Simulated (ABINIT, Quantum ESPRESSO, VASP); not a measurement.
## One structure in several programs: MgH2 (P4_2/mnm, 6 atoms in the cell)

Self-consistent single point.

```
MgH2
1.0
    4.52000     0.00000     0.00000
    0.00000     4.52000     0.00000
    0.00000     0.00000     3.02000
Mg H
2 4
Direct
  0.00000   0.00000   0.00000
  0.50000   0.50000   0.50000
  0.30400   0.30400   0.00000
  0.80400   0.19600   0.50000
  0.19600   0.80400   0.50000
  0.69600   0.69600   0.00000
```

All programs got the same cell, k-point mesh and kind of occupations (in Quantum ESPRESSO's words: occupations = smearing; smearing = fermi-dirac; degauss = 0.000734986 Ry; K_POINTS = automatic 5 5 7 0 0 0); potentials, basis and cutoffs are each program's usual ones.

```json
[
 {"code": "Quantum ESPRESSO", "model": "PBE, GBRV 1.5 ultrasoft (PBE) pseudopotentials", "pressure (GPa)": "-0.23", "largest force (eV/Å)": "0.016", "gap on the mesh (eV)": "3.928", "cutoff": "40 Ry"},
 {"code": "ABINIT", "model": "PBE, norm-conserving pseudopotentials (PseudoDojo nc-sr-05 PBE standard)", "pressure (GPa)": "-0.16", "largest force (eV/Å)": "0.015", "gap on the mesh (eV)": "3.925", "cutoff": "42 Ha"},
 {"code": "VASP", "model": "PBE, VASP's PBE PAW potentials (set 64)", "pressure (GPa)": "-1.85", "largest force (eV/Å)": "0.015", "gap on the mesh (eV)": "3.910", "cutoff": "300 eV"}
]
```

Gaps are read on the mesh.

The spread over the programs that give each value: pressure within 1.69 GPa; largest force within 0.001 eV/Å; gap on the mesh within 0.018 eV.

The starting cell has typed, rounded lattice constants, without a prior relaxation at this level.

Task: Why do the programs differ, and what cannot be compared?

Result: Differences of this kind can come from the potentials, where these differ, and from what each basis and cutoff leave unconverged. The valence holds different numbers of electrons (Quantum ESPRESSO 24, ABINIT 24, VASP 8). The zero of total energies and Fermi levels follows the potentials and each program's conventions, so they are not compared here. In the pressure, VASP (by 1.63) lies more than 1 GPa from the median of the plane-wave programs.

VASP's run is marked for a possible Pulay error in its stress at this cutoff; no cutoff test was made.

Left out of this page: Ansatz, GPAW, CP2K, FLEUR and SIESTA (not drawn, or without a comparable value).
